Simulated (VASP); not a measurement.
# What goes wrong when Sc is relaxed with a bad input, part 2 of 2

Some relaxations of Sc get a fault in the input on purpose. Which of them show, and how? The starting structure is a measured crystal structure from the Crystallography Open Database. The first relaxation on each setting starts from this cell expanded by 3 % in volume.

VASP 6.6.1.

Results so far: reference 23.63 Å³ an atom; the cell held fixed (ISIF = 2) 25.75 Å³ an atom.

## (5) Relaxation with a smearing far too wide (continued)

Level of this step: PBEsol; plane waves and PAW (Sc_sv) (VASP).

OUTCAR, selected parts (step 5):

```text
  Total       -0.0004449     -0.0004449     -0.0058195     -0.0000000      0.0000000     -0.0000000
  in kB       -0.0133359     -0.0133359     -0.1744442     -0.0000000      0.0000000     -0.0000000
  external PRESSURE =      -0.0670387 kB  Pullay stress =       0.0000000 kB

 POSITION                                       TOTAL-FORCE (eV/Angst)
 -----------------------------------------------------------------------------------
      1.68015      0.97003      4.09939        -0.000000      0.000000      0.000000
     -0.00000      1.94007      1.36646         0.000000     -0.000000      0.000000
 -----------------------------------------------------------------------------------
    total drift:                               -0.000000      0.000000     -0.000000

  FREE ENERGIE OF THE ION-ELECTRON SYSTEM (eV)
  ---------------------------------------------------
  free  energy   TOTEN  =       -16.1830270401 eV

  energy  without entropy=      -10.7378510093  energy(sigma->0) =      -13.46043902

[... 2 parts as in an earlier step ...]

[... 2 further parts left out ...]
[key lines of the parts left out:]
E-fermi :   3.1289
```

With a smearing far too wide the cell ends at 26.725 Å³ an atom, +13.10 % from the reference.

## (6) Relaxation with a k mesh far too coarse

A slip made on purpose: a k mesh far too coarse. Against step 2 the input has a 2×2×2 mesh (also changed: NELM, NCORE and KPAR).

Input file INCAR:

```
SYSTEM = Sc
PREC = Accurate
ENCUT = 450
EDIFF = 1E-06
NELM = 60
ISMEAR = 1
SIGMA = 0.15
LREAL = .FALSE.
ALGO = Normal
GGA = PS
NBANDS = 17
LORBIT = 11
LWAVE = .FALSE.
LCHARG = .FALSE.
NCORE = 4
IBRION = 2
NSW = 50
ISIF = 3
EDIFFG = -0.004
```

Input file POSCAR:

```
Sc
1.0
    3.3417645071      0.0000000000      0.0000000000
   -1.6708822535      2.8940529566      0.0000000000
    0.0000000000      0.0000000000      5.3255142868
Sc
2
Direct
    0.6666666667      0.3333333333      0.7500000000
    0.3333333333      0.6666666667      0.2500000000
```

Input file KPOINTS:

```
Automatic mesh
0
Gamma
2 2 2
0 0 0
```

The projector-augmented-wave data sets are Sc_sv (PBE family, release 64).

Command:

```console
> mpirun -np 4 vasp_std
```

What it wrote:

```text
[banner, memory and clock lines left out]
running    4 mpi-ranks, on    1 nodes
[...]
[... a notice as in an earlier step ...]

 LDA part: xc-table for (Slater+PW92), standard interpolation
 POSCAR, INCAR and KPOINTS ok, starting setup
[...]
entering main loop
       N       E                     dE             d eps       ncg     rms          rms(c)
DAV:   1     0.351583965668E+03    0.35158E+03   -0.10117E+04   136   0.120E+03
DAV:   2     0.348153871295E+01   -0.34810E+03   -0.33939E+03   176   0.555E+02
DAV:   3    -0.149279957726E+02   -0.18410E+02   -0.17720E+02   220   0.153E+02
DAV:   4    -0.152045158111E+02   -0.27652E+00   -0.27620E+00   206   0.172E+01
[...]
DAV:   9    -0.136706073232E+02    0.82435E-03   -0.37408E-03   230   0.561E-01    0.238E-02
DAV:  10    -0.136706122827E+02   -0.49595E-05   -0.32629E-05   182   0.775E-02    0.615E-03
DAV:  11    -0.136706132823E+02   -0.99959E-06   -0.15710E-06   157   0.161E-02
   1 F= -.13670613E+02 E0= -.13661907E+02  d E =-.136706E+02
[... from here on, the cycles between the ionic steps are left out ...]
   2 F= -.14014675E+02 E0= -.14007889E+02  d E =-.344061E+00
   3 F= -.14019924E+02 E0= -.14012606E+02  d E =-.349311E+00
   5 F= -.14032252E+02 E0= -.14019547E+02  d E =-.123278E-01
   7 F= -.14211690E+02 E0= -.14208721E+02  d E =-.191766E+00
   9 F= -.14254687E+02 E0= -.14246211E+02  d E =-.234764E+00
  11 F= -.14519332E+02 E0= -.14510636E+02  d E =-.499408E+00
  13 F= -.14503530E+02 E0= -.14494433E+02  d E =0.152985E-01
  15 F= -.14525875E+02 E0= -.14516225E+02  d E =-.490741E-02
  17 F= -.14547853E+02 E0= -.14543413E+02  d E =-.268851E-01
  19 F= -.14552509E+02 E0= -.14547108E+02  d E =-.169730E-04
  21 F= -.14553497E+02 E0= -.14548120E+02  d E =-.707475E-03
  23 F= -.14554314E+02 E0= -.14548957E+02  d E =-.152483E-02
  25 F= -.14554316E+02 E0= -.14548955E+02  d E =-.289069E-05
  26 F= -.14554314E+02 E0= -.14548946E+02  d E =-.445726E-06
[...]
reached required accuracy - stopping structural energy minimisation
```

Wall time 11 s (4 MPI ranks of Intel Xeon Platinum 8488C (Sapphire Rapids), shared host); peak memory 0.45 GiB.

Parts of OUTCAR (step 6):

```text
  Total        0.0061212      0.0061212     -0.0000602      0.0000000      0.0000000     -0.0000000
  in kB        0.2950166      0.2950166     -0.0028992      0.0000000      0.0000000     -0.0000000
  external PRESSURE =       0.1957113 kB  Pullay stress =       0.0000000 kB

 POSITION                                       TOTAL-FORCE (eV/Angst)
 -----------------------------------------------------------------------------------
      1.34722      0.77782      3.96546         0.000000     -0.000000      0.000000
     -0.00000      1.55563      1.32182        -0.000000      0.000000      0.000000
 -----------------------------------------------------------------------------------
    total drift:                               -0.000000      0.000000     -0.000000

  FREE ENERGIE OF THE ION-ELECTRON SYSTEM (eV)
  ---------------------------------------------------
  free  energy   TOTEN  =       -14.5543135486 eV

  energy  without entropy=      -14.5382102383  energy(sigma->0) =      -14.54894578

[... 1 part as in an earlier step ...]

[... 3 further parts left out ...]
[key lines of the parts left out:]
E-fermi :   5.7583
```

Logs of long relaxations may skip ionic steps without a mark.

With a k mesh far too coarse the cell ends at 16.621 Å³ an atom, -29.66 % from the reference, a by -17.8 % and c by +4.1 %.

## (7) All runs side by side

| run | ended | volume (Å³/atom) | change (%) | pressure left (GPa) | core minutes |
| --- | --- | --- | --- | --- | --- |
| reference | converged | 23.629 | - | -0.02 | 6.21 |
| the cell held fixed (ISIF = 2) | converged | 25.752 | 8.99 | -4.23 | 0.707 |
| a cutoff far too low | stopped by VASP | - | - | - | 0.4 |
| a smearing far too wide | converged | 26.725 | 13.1 | -0.01 | 3.07 |
| a k mesh far too coarse | converged | 16.621 | -29.66 | 0.02 | 0.707 |

Core minutes are wall time times ranks, summed over the relaxations behind a row (those for a bulk modulus apart), on shared hosts.

## (8) Results

```yaml
volume_of_the_reference: 23.63 Å³/atom
volume_against_the_reference_the_cell_held_fixed: +8.99 %
volume_against_the_reference_a_smearing_far_too_wide: +13.10 %
volume_against_the_reference_a_k_mesh_far_too_coarse: -29.66 %
run_with_a_cutoff_far_too_low: stopped by VASP
```

What this shows: VASP stopped by itself in the run with a cutoff far too low. Finished, but with signs in the output that stand out against the reference: the cell held fixed (ISIF = 2), with the volume kept at the input's, +9.0 % from the reference (signs: a stress of up to 5.3 GPa); a smearing far too wide, with the volume changed by +13.1 % (signs: a warning that the highest band is occupied, 1.6 GPa at the first ionic step (of the first relaxations, not shown; reference: -4.2 GPa) and a large entropy term in the energy); a k mesh far too coarse, with the volume changed by -29.7 %, a by -17.8 % and c by +4.1 % (signs: -9.6 GPa at the first ionic step (of the first relaxations, not shown; reference: -4.2 GPa) and a large entropy term in the energy). The reference was restarted once and the runs with a slip weren't, so their cells may not have settled fully. Further runs on this material are not shown.

[Lines on the potential files, build, host, timing and source positions are cut from VASP's logs without a mark.]

[Logs are printed without paths, hosts, clocks, repeated set-up lines and the standing remarks that a program may print on its own settings, such as how far it seeks lower states.]

[Hosts, paths, dates, database ids (printed as entryN), source tags and the programs' standing remarks are cut or masked in the printed files.]
